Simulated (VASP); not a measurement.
Energy against volume of CsI (CsCl type). Calculation: LDA (Ceperley-Alder, Perdew-Zunger), VASP's LDA PAW potentials (set 64) (plane waves; VASP).

```tsv
V (Å³/atom)	E (eV/atom)
40.288	-3.08435
41.573	-3.09145
42.859	-3.09363
44.145	-3.09172
45.431	-3.08641
```

Question: Fit a third-order Birch-Murnaghan equation of state.

Answer: 
```
Quantity                                         Result
---------------------------------------  --------------
volume per atom                          42.86 Å^3/atom
bulk modulus                                   16.9 GPa
pressure derivative of the bulk modulus            5.20
lattice constant a                            0.4409 nm
```

The compound is CsI in the CsCl type structure. It was relaxed first, which changed the volume by -10 %.
